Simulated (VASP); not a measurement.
Crystal: Co.

```xyz
2
Lattice="2.5070 0.0000 0.0000 -1.2535 2.1711 0.0000 0.0000 0.0000 4.0690" Properties=species:S:1:pos:R:3 pbc="T T T"
Co    0.0000    0.0000    0.0000
Co    0.0000    1.4474    2.0345
```

```yaml
Program: VASP 6.6.1
Task: relaxation of cell and atoms
Functional: PBE
Potentials_or_basis: VASP PAW PBE potentials, release 64 (Co)
Cutoff: 400 eV
k_mesh: 15 × 15 × 9
Occupations: fermi-dirac, width 0.05 eV
Spin: collinear spin, ferromagnetic start
Starting_moments: "[2.0, 2.0] μB"
```

At the start: pressure -5.1 GPa; volume 11.07 Å³/atom.

Question: How do energy, volume and symmetry change on relaxing?

Answer: Over 4 steps the energy falls by 4.6 meV/atom and the volume is 10.80 Å³/atom (-2.4 %); space group P6_3/mmc (No. 194, to 0.05 Å); moment 3.22 μB per cell.

Step by step:
```csv
step,energy change (eV),largest force (eV/Å),pressure (GPa),volume (Å³)
1,0.0000,0.0000,-5.14,22.15
2,0.0018,0.0000,6.33,21.03
3,-0.0092,0.0000,0.04,21.60
4,-0.0093,0.0000,0.00,21.61
```

Final structure:
```yaml
crystal:
  lattice:
    - [2.48989, 0.00000, 0.00000]
    - [-1.24495, 2.15631, 0.00000]
    - [0.00000, 0.00000, 4.02408]
  atoms:
    - { symbol: Co, position: [0.00000, 0.00000, 0.00000] }
    - { symbol: Co, position: [0.33333, 0.66667, 0.50000] }
```
